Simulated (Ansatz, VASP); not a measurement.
# LaBPd3: VASP beside Ansatz, part 2 of 2

One calculation is typed for both programs; each brings its own data sets. How far apart do they land? The cell is taken from a series of runs on this material, whose earlier steps may have relaxed, scaled, displaced or heated it; both programs get it as it stands.

VASP 6.6.1 and Ansatz 0.2.0.

So far: Starting point; VASP: zone-centre phonons, PBEsol.

### 2. VASP: zone-centre phonons, PBEsol (continued)

Level of this step: PBEsol; plane waves and PAW (La, B, Pd) (VASP).

Numbers of over 12 decimals in the logs are rounded to 6 here.

From OUTCAR (step 2):

```text
ion  position               nearest neighbor table
   1  0.000  0.000  0.000-   3 3.07   4 3.07   5 3.07   3 3.07   4 3.07   3 3.07   5 3.07   3 3.07
                             4 3.07   5 3.07   4 3.07   5 3.07
   2  0.500  0.500  0.500-   3 2.17   4 2.17   5 2.17   5 2.17   4 2.17   3 2.17
   3  0.000  0.500  0.500-   2 2.17   2 2.17   4 3.07   5 3.07   1 3.07   5 3.07   1 3.07   4 3.07
                             1 3.07   1 3.07   4 3.07   5 3.07   5 3.07   4 3.07
   4  0.500  0.000  0.500-   2 2.17   2 2.17   3 3.07   5 3.07   1 3.07   5 3.07   1 3.07   3 3.07
                             5 3.07   5 3.07   1 3.07   3 3.07   1 3.07   3 3.07
   5  0.500  0.500  0.000-   2 2.17   2 2.17   3 3.07   4 3.07   1 3.07   3 3.07   4 3.07   1 3.07
                             4 3.07   4 3.07   1 3.07   3 3.07   3 3.07   1 3.07

  LATTYP: Found a simple cubic cell.
 ALAT       =     4.3478863627

 Subroutine GETGRP returns: Found 48 space group operations
 (whereof 48 operations were pure point group operations)

The static configuration has the point symmetry O_h .

 Found     35 irreducible k-points:

   k-points           NKPTS =     35   k-points in BZ     NKDIM =     35   number of bands    NBANDS=     28

   dimension x,y,z NGX =    32 NGY =   32 NGZ =   32
   dimension x,y,z NGXF=    64 NGYF=   64 NGZF=   64

   ENCUT  =  500.0 eV  36.75 Ry    6.06 a.u.   7.93  7.93  7.93*2*pi/ulx,y,z

   NELECT =      44.0000    total number of electrons

 k-points in reciprocal lattice and weights: Automatic mesh
   0.00000000  0.00000000  0.00000000       0.002
   0.12500000  0.00000000  0.00000000       0.012
   0.25000000  0.00000000  0.00000000       0.012
   0.37500000  0.00000000  0.00000000       0.012
   0.50000000  0.00000000  0.00000000       0.006
   0.12500000  0.12500000  0.00000000       0.023
   0.25000000  0.12500000  0.00000000       0.047
   0.37500000  0.12500000  0.00000000       0.047
   0.50000000  0.12500000  0.00000000       0.023
[...]
0.50000000  0.50000000  0.37500000       0.012
   0.50000000  0.50000000  0.50000000       0.002

 average (electrostatic) potential at core
       1 -93.8865       2 -23.3610       3 -71.1189       4 -71.1189       5 -71.1189

 Eigenvectors and eigenvalues of the dynamical matrix
 ----------------------------------------------------

   1 f  =   13.082610 THz    82.200462 2PiTHz  436.388890 cm-1    54.105302 meV
             X         Y         Z           dx          dy          dz
      0.000000  0.000000  0.000000    -0.010310   -0.000002   -0.000000
      2.173943  2.173943  2.173943     0.937299    0.000187    0.000000
      0.000000  2.173943  2.173943    -0.345891    0.000006    0.000000
      2.173943  0.000000  2.173943     0.029358   -0.000069   -0.000000
      2.173943  2.173943  0.000000     0.029358    0.000006    0.000000

   2 f  =   13.082610 THz    82.200462 2PiTHz  436.388890 cm-1    54.105302 meV
             X         Y         Z           dx          dy          dz
      0.000000  0.000000  0.000000     0.000000   -0.000000   -0.010310
      2.173943  2.173943  2.173943    -0.000000    0.000000    0.937299
      0.000000  2.173943  2.173943     0.000000    0.000000    0.029358
      2.173943  0.000000  2.173943    -0.000000   -0.000000    0.029358
      2.173943  2.173943  0.000000    -0.000000    0.000000   -0.345891

   3 f  =   13.082610 THz    82.200462 2PiTHz  436.388890 cm-1    54.105302 meV
             X         Y         Z           dx          dy          dz
      0.000000  0.000000  0.000000    -0.000002    0.010310   -0.000000
      2.173943  2.173943  2.173943     0.000187   -0.937299    0.000000
      0.000000  2.173943  2.173943    -0.000069   -0.029358   -0.000000
      2.173943  0.000000  2.173943     0.000006    0.345891   -0.000000
      2.173943  2.173943  0.000000     0.000006   -0.029358   -0.000000

   4 f  =    3.684430 THz    23.149959 2PiTHz  122.899370 cm-1    15.237573 meV
             X         Y         Z           dx          dy          dz
      0.000000  0.000000  0.000000     0.494376   -0.609567    0.005145
      2.173943  2.173943  2.173943     0.015761   -0.019433    0.000164
      0.000000  2.173943  2.173943    -0.018786    0.339639   -0.002867
      2.173943  0.000000  2.173943    -0.275456    0.023163   -0.002867
      2.173943  2.173943  0.000000    -0.275456    0.339639   -0.000196

   5 f  =    3.684430 THz    23.149959 2PiTHz  122.899370 cm-1    15.237573 meV
             X         Y         Z           dx          dy          dz
      0.000000  0.000000  0.000000    -0.023603   -0.025761   -0.784083
      2.173943  2.173943  2.173943    -0.000752   -0.000821   -0.024997
      0.000000  2.173943  2.173943     0.000897    0.014354    0.436875
      2.173943  0.000000  2.173943     0.013151    0.000979    0.436875
      2.173943  2.173943  0.000000     0.013151    0.014354    0.029795

   6 f  =    3.684430 THz    23.149959 2PiTHz  122.899370 cm-1    15.237573 meV
             X         Y         Z           dx          dy          dz
      0.000000  0.000000  0.000000    -0.609132   -0.493731    0.034558
      2.173943  2.173943  2.173943    -0.019419   -0.015740    0.001102
      0.000000  2.173943  2.173943     0.023147    0.275097   -0.019255
      2.173943  0.000000  2.173943     0.339396    0.018762   -0.019255
      2.173943  2.173943  0.000000     0.339396    0.275097   -0.001313

   7 f  =    2.376593 THz    14.932575 2PiTHz   79.274612 cm-1     9.828795 meV
             X         Y         Z           dx          dy          dz
      0.000000  0.000000  0.000000    -0.000000   -0.000000    0.000000
      2.173943  2.173943  2.173943     0.000000   -0.000000   -0.000000
      0.000000  2.173943  2.173943     0.000000    0.019797    0.359864
      2.173943  0.000000  2.173943    -0.608364   -0.000000   -0.359864
      2.173943  2.173943  0.000000     0.608364   -0.019797   -0.000000

   8 f  =    2.376593 THz    14.932575 2PiTHz   79.274612 cm-1     9.828795 meV
             X         Y         Z           dx          dy          dz
      0.000000  0.000000  0.000000    -0.000000    0.000000    0.000000
      2.173943  2.173943  2.173943     0.000000    0.000000   -0.000000
      0.000000  2.173943  2.173943    -0.000000    0.016104    0.608215
      2.173943  0.000000  2.173943     0.360300    0.000000   -0.608215
      2.173943  2.173943  0.000000    -0.360300   -0.016104    0.000000

   9 f  =    2.376593 THz    14.932575 2PiTHz   79.274612 cm-1     9.828795 meV
             X         Y         Z           dx          dy          dz
      0.000000  0.000000  0.000000    -0.000000   -0.000000   -0.000000
      2.173943  2.173943  2.173943    -0.000000   -0.000000   -0.000000
      0.000000  2.173943  2.173943    -0.000000    0.706646   -0.023943
      2.173943  0.000000  2.173943     0.008832   -0.000000    0.023943
      2.173943  2.173943  0.000000    -0.008832   -0.706646   -0.000000

  10 f  =    0.004620 THz     0.029029 2PiTHz    0.154112 cm-1     0.019107 meV
             X         Y         Z           dx          dy          dz
      0.000000  0.000000  0.000000     0.002175   -0.064502   -0.541125
      2.173943  2.173943  2.173943     0.000603   -0.017880   -0.150000
      0.000000  2.173943  2.173943     0.001892   -0.056480   -0.473830
      2.173943  0.000000  2.173943     0.001904   -0.056116   -0.473830
      2.173943  2.173943  0.000000     0.001904   -0.056480   -0.470776

  11 f  =    0.004620 THz     0.029029 2PiTHz    0.154112 cm-1     0.019107 meV
             X         Y         Z           dx          dy          dz
      0.000000  0.000000  0.000000    -0.014288    0.540936   -0.064537
      2.173943  2.173943  2.173943    -0.003961    0.149947   -0.017890
      0.000000  2.173943  2.173943    -0.012431    0.473665   -0.056511
      2.173943  0.000000  2.173943    -0.012511    0.470612   -0.056511
      2.173943  2.173943  0.000000    -0.012511    0.473665   -0.056147

  12 f  =    0.004620 THz     0.029029 2PiTHz    0.154112 cm-1     0.019107 meV
             X         Y         Z           dx          dy          dz
      0.000000  0.000000  0.000000     0.544768    0.014445    0.000468
      2.173943  2.173943  2.173943     0.151010    0.004004    0.000130
      0.000000  2.173943  2.173943     0.473946    0.012649    0.000409
      2.173943  0.000000  2.173943     0.477020    0.012567    0.000409
      2.173943  2.173943  0.000000     0.477020    0.012649    0.000407

  13 f/i=    1.753136 THz    11.015280 2PiTHz   58.478331 cm-1     7.250386 meV
             X         Y         Z           dx          dy          dz
      0.000000  0.000000  0.000000     0.294751   -0.005318   -0.000644
      2.173943  2.173943  2.173943    -0.313037    0.005648    0.000684
      0.000000  2.173943  2.173943    -0.808994   -0.005109   -0.000619
      2.173943  0.000000  2.173943     0.283133    0.014597   -0.000619
      2.173943  2.173943  0.000000     0.283133   -0.005109    0.001767

  14 f/i=    1.753136 THz    11.015280 2PiTHz   58.478331 cm-1     7.250386 meV
             X         Y         Z           dx          dy          dz
      0.000000  0.000000  0.000000    -0.005356   -0.293208   -0.030112
      2.173943  2.173943  2.173943     0.005688    0.311399    0.031980
      0.000000  2.173943  2.173943     0.014701   -0.281652   -0.028925
      2.173943  0.000000  2.173943    -0.005145    0.804761   -0.028925
      2.173943  2.173943  0.000000    -0.005145   -0.281652    0.082647

  15 f/i=    1.753136 THz    11.015280 2PiTHz   58.478331 cm-1     7.250386 meV
             X         Y         Z           dx          dy          dz
      0.000000  0.000000  0.000000     0.000097   -0.030119    0.293257
      2.173943  2.173943  2.173943    -0.000103    0.031987   -0.311450
      0.000000  2.173943  2.173943    -0.000267   -0.028931    0.281698
      2.173943  0.000000  2.173943     0.000093    0.082666    0.281698
      2.173943  2.173943  0.000000     0.000093   -0.028931   -0.804894

 ELASTIC MODULI CONTR FROM IONIC RELAXATION (kBar)
 Direction    XX          YY          ZZ          XY          YZ          ZX
 --------------------------------------------------------------------------------
 XX           0.0000      0.0000      0.0000      0.0000      0.0000      0.0000
 YY           0.0000      0.0000      0.0000      0.0000      0.0000      0.0000
 ZZ           0.0000      0.0000      0.0000      0.0000      0.0000      0.0000
 XY           0.0000      0.0000      0.0000      0.0000      0.0000      0.0000
 YZ           0.0000      0.0000      0.0000      0.0000      0.0000      0.0000
 ZX           0.0000      0.0000      0.0000      0.0000      0.0000      0.0000
 --------------------------------------------------------------------------------
```

### 3. Ansatz: zone-centre phonons, PBEsol

Ansatz runs on its PAW soft_1 files.

The same cell, functional, mesh and smearing now go to Ansatz, which takes its cutoff from its data sets.

input.yaml

```yaml
crystal:
  lattice:
    - [4.3478863627, 0.0, 0.0]
    - [0.0, 4.3478863627, 0.0]
    - [0.0, 0.0, 4.3478863627]
  atoms:
    - { symbol: La, position: [0.0, 0.0, 0.0] }
    - { symbol: B, position: [0.5, 0.5, 0.5] }
    - { symbol: Pd, position: [0.0, 0.5, 0.5] }
    - { symbol: Pd, position: [0.5, 0.0, 0.5] }
    - { symbol: Pd, position: [0.5, 0.5, 0.0] }
kpoints:
  mp_grid: { grid: [8, 8, 8] }
hamiltonian:
  xc: pbesol
  pseudopotentials: { kind: paw, azcp: { folder: soft_1 }, xc_functional: pbe }
scf:
  occupations: { method: methfessel_paxton, width: 0.2 }
output:
  eigenvalues: true
phonons:
  method: dfpt
```

Started as:

```console
$ ansatz run input.yaml --threads 4 --pin off --max-ram 10240MiB --backend cpu --events-out ev --progress --plain --runs-dir out
```

Output:

```text
zone centre: on kpoints.mp_grid the ground state, and the responses unless they are solved on pairs of k-points, stand on 125 of the mesh's 512 k-points, reduced under 8 symmetry operations, with k and −k counted as one. Each operation leaves every solved displacement unchanged or reverses it
Engine: ansatz 0.2.0, aarch64-unknown-linux-gnu
Pseudopotentials: kind: paw
Pseudopotential: La, paw, valence charge 11, recommended cutoff 420 eV (normal), soft_1/La.paw.azcp
Pseudopotential: B, paw, valence charge 3, recommended cutoff 420 eV (normal), soft_1/B.paw.azcp
Pseudopotential: Pd, paw, valence charge 18, recommended cutoff 420 eV (normal), soft_1/Pd.paw.azcp
Functional definition: PBEsol
  exchange = pbesol_x
  correlation = pbesol_c
Crystal: 5 atoms, lattice volume = 82.193 Å³
Basis set: ecut = 420 eV, 1575 PW (Γ), exchange–correlation on 60×60×60 points (8 copies of the dense FFT grid, shifted against one another)
Bands: 41, of which v1, the nominal top of the filled ones, is band 34 counted from 1 (33 counted from 0)
Symmetry: 48 space group operations
k-points: 125 of 512 (irreducible under 8 space group operations)
Non-local potential: La, projectors of the file, l = 0: 3, l = 1: 2, l = 2: 2, l = 3: 3
Non-local potential: B, projectors of the file, l = 0: 2, l = 1: 2, l = 2: 1
Non-local potential: Pd, projectors of the file, l = 0: 2, l = 1: 2, l = 2: 2, l = 3: 1
PAW form: soft (Blöchl's): semilocal exchange-correlation on the pseudo side does not see the compensation charge
PAW frozen core: La, regenerated for the run's functional, and the local potential with it (the file was generated under x = pbe(κ = 0.804, μ = 0.219515), c = pbe(β = 0.066725))
PAW frozen core: B, regenerated for the run's functional, and the local potential with it (the file was generated under x = pbe(κ = 0.804, μ = 0.219515), c = pbe(β = 0.066725))
PAW frozen core: Pd, regenerated for the run's functional, and the local potential with it (the file was generated under x = pbe(κ = 0.804, μ = 0.219515), c = pbe(β = 0.066725))
PAW one-centre angular grid: La, 590 points (default); XC on 64 Gauss nodes
PAW one-centre angular grid: B, 110 points (default); XC on 64 Gauss nodes
PAW one-centre angular grid: Pd, 590 points (default); XC on 64 Gauss nodes
Initial density: superposition of atomic densities (chi_scale 0.1, normalization cell, long waves kept (reshape's long-wave potential 0.00 eV rms))
Initial wavefunctions: pseudopotential atomic-orbital guess
Functional: x = pbesol(κ = 0.804, μ = 0.123457), c = pbesol(β = 0.046)
SCF iter   1: F=—  HF=-27080.303897 eV  |F-HF|=—  |Δ(HF+E_count)|=         —  Δρ=1.11e0  dr2=1.74e3  ethr=3.10e-3  ⟨swp⟩=4.0  Hψ=15273  notcnv=0
preconditioner: auto → Kerker (q_TF=auto, 2.643 Å⁻¹)  [metal: Δε(μ)=0.015 eV  Ē_g=5.471 eV  σ=0.200 eV  W_gap=0.06  n_scr=26 (ndim 8)  ℏωp=26.5 eV  f_vac=0.000  D(μ)=10.18/eV (n_scr^D=146)]
SCF iter   2: F=—  HF=-27039.156562 eV  |F-HF|=—  |Δ(HF+E_count)|=    4.11e1  S|Δr|=    0.00e0  Δρ=1.91e-1  dr2=5.23e1  ethr=3.10e-3  ⟨swp⟩=5.8  Hψ=33212  notcnv=0
automatic band count: the SCF goes on with 48 bands, as 41 were too few: the levels above may hold too much charge
SCF iter   3: F=—  HF=-27037.796823 eV  |F-HF|=—  |Δ(HF+E_count)|=    1.36e0  S|Δr|=    0.00e0  Δρ=7.98e-2  dr2=8.97e0  ethr=3.10e-3  ⟨swp⟩=1.9  Hψ=7294  notcnv=0  defer=117
SCF iter   4: F=—  HF=-27037.389471 eV  |F-HF|=—  |Δ(HF+E_count)|=   4.07e-1  S|Δr|=    0.00e0  Δρ=4.30e-2  dr2=2.36e0  ethr=3.10e-3  ⟨swp⟩=2.0  Hψ=6621  notcnv=0  defer=122
SCF iter   5: F=—  HF=-27037.249597 eV  |F-HF|=—  |Δ(HF+E_count)|=   1.40e-1  S|Δr|=    0.00e0  Δρ=3.05e-2  dr2=1.14e0  ethr=3.10e-3  ⟨swp⟩=2.0  Hψ=7077  notcnv=0  defer=124
SCF iter   6: F=—  HF=-27037.111920 eV  |F-HF|=—  |Δ(HF+E_count)|=   1.38e-1  S|Δr|=    0.00e0  Δρ=1.83e-2  dr2=4.09e-1  ethr=1.68e-3  ⟨swp⟩=2.0  Hψ=7280  notcnv=0  defer=124
SCF iter   7: F=—  HF=-27037.027941 eV  |F-HF|=—  |Δ(HF+E_count)|=   8.40e-2  S|Δr|=    0.00e0  Δρ=8.24e-3  dr2=8.51e-2  ethr=6.02e-4  ⟨swp⟩=2.0  Hψ=7515  notcnv=0  defer=144
SCF iter   8: F=—  HF=-27037.001357 eV  |F-HF|=—  |Δ(HF+E_count)|=   2.66e-2  S|Δr|=    0.00e0  Δρ=7.40e-4  dr2=5.31e-4  ethr=1.25e-4  ⟨swp⟩=2.0  Hψ=10256  notcnv=0  defer=161
SCF iter   9: F=—  HF=-27037.001345 eV  |F-HF|=—  |Δ(HF+E_count)|=   1.20e-5  S|Δr|=    0.00e0  Δρ=6.02e-4  dr2=4.64e-4  ethr=7.82e-7  ⟨swp⟩=2.0  Hψ=9825  notcnv=0  defer=161
SCF iter  10: F=—  HF=-27037.001226 eV  |F-HF|=—  |Δ(HF+E_count)|=   1.19e-4  S|Δr|=    0.00e0  Δρ=2.74e-4  dr2=9.80e-5  ethr=6.82e-7  ⟨swp⟩=2.0  Hψ=6740  notcnv=0  defer=161
SCF iter  11: F=—  HF=-27037.001200 eV  |F-HF|=—  |Δ(HF+E_count)|=   2.57e-5  S|Δr|=    0.00e0  Δρ=9.59e-5  dr2=1.24e-5  ethr=1.44e-7  ⟨swp⟩=2.0  Hψ=7366  notcnv=0  defer=161
SCF iter  12: F=—  HF=-27037.001198 eV  |F-HF|=—  |Δ(HF+E_count)|=   2.26e-6  S|Δr|=    0.00e0  Δρ=2.04e-5  dr2=5.56e-7  ethr=1.82e-8  ⟨swp⟩=2.0  Hψ=8068  notcnv=0  defer=161
SCF iter  13: F=—  HF=-27037.001196 eV  |F-HF|=—  |Δ(HF+E_count)|=   1.93e-6  S|Δr|=    0.00e0  Δρ=4.22e-6  dr2=2.43e-8  ethr=8.18e-10  ⟨swp⟩=2.0  Hψ=8191  notcnv=0  defer=171
SCF iter  14: F=—  HF=-27037.001196 eV  |F-HF|=—  |Δ(HF+E_count)|=   7.42e-9  S|Δr|=    0.00e0  Δρ=2.65e-7  dr2=7.13e-11  ethr=3.57e-11  ⟨swp⟩=2.0  Hψ=8433  notcnv=0  defer=171
SCF iter  15: F=-27037.001196 eV  HF=-27037.001196 eV  |F-HF|=0.00e0  |Δ(HF+E_count)|=  2.91e-11  S|Δr|=    0.00e0  Δρ=4.69e-8  dr2=1.05e-12  ethr=1.00e-12  ⟨swp⟩=11.1  Hψ=27331  notcnv=0
SCF 1 converged in 15 iterations: F = -27037.001196 eV  dr2 = 1.05e-12
  greatest PAW one-centre occupation: 0.999 electrons in one spin orbital (limit 2), on the Pd atom at site 3 (counted from 0), in its partial waves of l = 0
DFPT response loops at Γ: preconditioner auto → Kerker (q_TF=auto, 2.643 Å⁻¹) (partly filled bands, converged f_vac=0.000); β = 1.00, the filter's whole step (`scf.mixing.beta` (0.50) is not read by the response loops under this deck's `scf.mixing.preconditioner`; to damp them name `kerker` or `kerker_dos`, under which they read `scf.mixing.beta`, and type it under 1.00, their step now; both keys bind the ground state too); Broyden in place of MSR1
SCF converged after 15 iterations
Stability not checked: this state was not tested for a lower state beside it, because cold or Methfessel-Paxton smearing, or corrected tetrahedra, fill the levels in a way that the test cannot read (fill_not_monotonic; see scf.lower_state_search)
Free energy (F): -27037.001196 eV
Harris-Foulkes:  -27037.001196 eV  (|F-HF|=0.00e0)
Internal energy: -27036.999476 eV  (E = F + TS)
E sigma→0 (E₀):  -27037.000766 eV
Entropy (-TS):   -0.001720 eV (-0.344 meV/atom)
Fermi energy:    16.894738 eV
--- Per-component energies (eV) ---
  E_band       = -571.254282
  E_kinetic    = 1582.954816
  E_local      = -7234.683684  (includes V_loc(G=0)·N_el)
  E_nonlocal   = 1213.148286
  E_hartree    = 2968.181260
  E_xc         = -589.588706
  E_vxc        = -710.166268  (∫ρ·V_xc dr)
  E_paw        = -16640.184274  (= ΣΔE_a)
  E_vpaw       = -1358.870586  (= ΣTr[D̂ρ^β])
  E_aug_tail   = 0.000658  (compensation charges beyond the density's cutoff)
  E_ewald      = -8337.919154
  E_core_change = 1.091323  (= ΣΔE_core)
  E_smearing   = -0.001720  (= −TS)
  E_closure    = -0.000000  (closes the sum)
  Σ components = -27037.001196   (vs F -27037.001196, Δ=0.00e0)
--- Band table (eV; the first three rows and the last of 125) ---
  k-point 0: bands = [... 30 lower, 15.1662, 15.1662, 15.5125, 15.5125, 15.5125, 18.6866, 18.6866, 18.8824, ... 10 higher]
  k-point 1: bands = [... 30 lower, 14.9934, 15.1664, 15.3547, 16.0931, 16.0931, 18.6572, 18.8626, 18.8866, ... 10 higher]
  k-point 2: bands = [... 30 lower, 14.7792, 14.9674, 15.1669, 16.6985, 16.6985, 18.5743, 18.8149, 18.9137, ... 10 higher]
  k-point 124: bands = [... 30 lower, 15.0128, 15.0128, 17.0110, 17.0110, 17.0110, 18.3190, 18.3190, 18.3190, ... 10 higher]
--- Phonons (Γ-DFPT): 4 representative perturbations + reference, on 125 of 512 k-points (Σ response iterations 14) ---
  k mesh reduced under 8 symmetry operations, with k and −k counted as one. Each operation leaves every solved displacement unchanged or reverses it
  ASR residual: 3.038e-5 → 0.000e0 eV/Å²; symmetrization residual: 9.931e-7 eV/Å²
  ASR residual per site (eV/Å²): 3.04e-5 1.86e-5 2.81e-5 2.81e-5 2.81e-5
  Γ frequencies (cm⁻¹): -58.72 -58.72 -58.72 0.00 0.00 0.00 79.29 79.29 79.29 122.23 122.23 122.23 431.58 431.58 431.58
  non-analytic LO–TO correction: not included (Born effective charges unavailable; polar crystals: no LO–TO splitting at Γ)
```

### 4. Differences

Known differences besides the potentials themselves: the data sets hold 68 valence electrons in Ansatz (on its PAW soft_1 files) and 44 in VASP; the cutoff is 420 eV in Ansatz and 500 eV in VASP; Ansatz makes its cores anew for this functional, VASP keeps those of its PBE data sets. Total energies have different zeros and are not compared.

Compared:

| quantity | Ansatz | VASP | difference |
| --- | --- | --- | --- |
| optical mode 1 to 3 (imaginary, printed as negative) (cm⁻¹) | -58.7 | -58.5 | -0.2 |
| optical mode 4 to 6 (cm⁻¹) | 79.3 | 79.3 | +0.02 % |
| optical mode 7 to 9 (cm⁻¹) | 122.2 | 122.9 | -0.54 % |
| optical mode 10 to 12 (cm⁻¹) | 431.6 | 436.4 | -1.10 % |

Modes are paired by rising frequency, not by their patterns, so a pair may set unlike modes beside each other; they are those without the splitting of longitudinal modes.

### 5. What came out

- r.m.s. difference of the optical zone-centre modes, each program's sorted by frequency (zone-centre phonons, PBEsol): 2.4 cm⁻¹
- difference in optical mode 10 to 12 (zone-centre phonons, PBEsol): -1.1 %

**Reading.** The r.m.s. difference of the optical zone-centre modes, each program's sorted by frequency is 2.4 cm⁻¹ (zone-centre phonons, PBEsol). The data sets hold unlike numbers of valence electrons (68 in Ansatz and 44 in VASP), so part of the differences comes from the potentials. Among the rows given in per cent, the largest difference of the zone-centre phonons, PBEsol pair is in optical mode 10 to 12, -1.1 %. How closely two codes agree says nothing of how well the functional describes the real material.

[Lines on the potential files, build, host, timing and source positions are cut from VASP's logs without a mark.]

[Logs are printed without paths, hosts, clocks, repeated set-up lines and the standing remarks that a program may print on its own settings, such as how far it seeks lower states.]

[Hosts, paths, dates, database ids (printed as entryN), source tags and the programs' standing remarks are cut or masked in the printed files.]
